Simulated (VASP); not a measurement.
A VASP calculation is set up with these files.

KPOINTS:
```
Automatic mesh
0
Monkhorst-Pack
11 10 5
0 0 0
```

### INCAR
```
SYSTEM = Li
PREC = Accurate
ENCUT = 520
EDIFF = 1E-6
NELM = 100
ALGO = Normal
LREAL = .FALSE.
LASPH = .TRUE.
ISMEAR = 1
SIGMA = 0.1
GGA = PE
LWAVE = .FALSE.
LCHARG = .FALSE.
ISIF = 2
```

### POSCAR
```
Li
1
   -1.7450000000     1.7450000000     1.7450000000
    1.7450000000    -1.7450000000     1.7450000000
    1.7450000000     1.7450000000    -1.7450000000
Li
1
Direct
  0.0000000000   0.0000000000   0.0000000000
```

POTCAR, in this order: Li_sv (PBE.64 set). Program: vasp_std.

What happens when VASP runs on this input?

There is a fault: the mesh has unequal divisions along equivalent axes and breaks the lattice's symmetry. The run ends without an error. Against the sound run, the energy per atom (σ→0) falls by 0.009 eV/atom; the pressure decreases by 0.05 GPa.

**standard output**
```
 POSCAR found type information on POSCAR Li
 POSCAR found :  1 types and       1 ions
 Reading from existing POTCAR
 Reading from existing POTCAR
 LDA part: xc-table for (Slater+PW92), standard interpolation

 -----------------------------------------------------------------------------
|                                                                             |
|           W    W    AA    RRRRR   N    N  II  N    N   GGGG   !!!           |
|           W    W   A  A   R    R  NN   N  II  NN   N  G    G  !!!           |
|           W    W  A    A  R    R  N N  N  II  N N  N  G       !!!           |
|           W WW W  AAAAAA  RRRRR   N  N N  II  N  N N  G  GGG   !            |
|           WW  WW  A    A  R   R   N   NN  II  N   NN  G    G                |
|           W    W  A    A  R    R  N    N  II  N    N   GGGG   !!!           |
|                                                                             |
|     Your reciprocal lattice and k-lattice belong to different lattice       |
|     classes:                                                                |
|                                                                             |
|        The reciprocal lattice is face-centered cubic,                       |
|        whereas your k-lattice is triclinic.                                 |
|                                                                             |
|     Results are often still useful ...                                      |
|                                                                             |
 -----------------------------------------------------------------------------

 POSCAR, INCAR and KPOINTS ok, starting setup
 WAVECAR not read
 entering main loop
       N       E                     dE             d eps       ncg     rms          rms(c)
DAV:   1     0.670599630637E+00    0.67060E+00   -0.70031E+02  2675   0.412E+02
DAV:   2    -0.176782990705E+01   -0.24384E+01   -0.23086E+01  3645   0.604E+01
DAV:   3    -0.191247643209E+01   -0.14465E+00   -0.14030E+00  3320   0.975E+00
DAV:   4    -0.191616113681E+01   -0.36847E-02   -0.36775E-02  3455   0.154E+00
DAV:   5    -0.191622566743E+01   -0.64531E-04   -0.64531E-04  3390   0.152E-01    0.239E-01
DAV:   6    -0.191507906016E+01    0.11466E-02   -0.28883E-04  4540   0.112E-01    0.135E-01
DAV:   7    -0.191452050977E+01    0.55855E-03   -0.68192E-04  4945   0.166E-01    0.276E-02
DAV:   8    -0.191451810782E+01    0.24019E-05   -0.11148E-05  2710   0.359E-02    0.174E-03
DAV:   9    -0.191451843775E+01   -0.32993E-06   -0.59171E-07  2165   0.114E-02
   1 F= -.19145184E+01 E0= -.19144009E+01  d E =-.352635E-03
```

OUTCAR:
```
------------------------ aborting loop because EDIFF is reached ----------------------------------------
  FORCE on cell =-STRESS in cart. coord.  units (eV):
  Direction    XX          YY          ZZ          XY          YZ          ZX
  --------------------------------------------------------------------------------------
  Total       -0.0975521     -0.0975521     -0.0975521      0.0000000      0.0000000      0.0000000
  in kB       -7.3536187     -7.3536187     -7.3536187      0.0000000      0.0000000      0.0000000
  external PRESSURE =      -7.3536187 kB  Pullay stress =       0.0000000 kB
  volume of cell :       21.25
      direct lattice vectors                 reciprocal lattice vectors
    -1.745000000  1.745000000  1.745000000     0.000000000  0.286532951  0.286532951
     1.745000000 -1.745000000  1.745000000     0.286532951  0.000000000  0.286532951
     1.745000000  1.745000000 -1.745000000     0.286532951  0.286532951  0.000000000
 POSITION                                       TOTAL-FORCE (eV/Angst)
 -----------------------------------------------------------------------------------
      0.00000      0.00000      0.00000         0.000000      0.000000      0.000000
 -----------------------------------------------------------------------------------
    total drift:                               -0.000000      0.000000     -0.000000
  FREE ENERGIE OF THE ION-ELECTRON SYSTEM (eV)
  ---------------------------------------------------
  free  energy   TOTEN  =        -1.9145184378 eV

  energy  without entropy=       -1.9141658023  energy(sigma->0) =       -1.91440089
```
(Selected blocks of OUTCAR.)

To mend it, correct KPOINTS.
### KPOINTS
```
Automatic mesh
0
Gamma
11 11 11
0 0 0
```
The mended run (PBE GGA, plane waves, VASP's PBE PAW potentials (set 64)) converges, and its OSZICAR ends with
```
   1 F= -.19059810E+01 E0= -.19057238E+01  d E =-.771495E-03
```

The compound is Li in the bcc structure. The cell was not relaxed at this level.
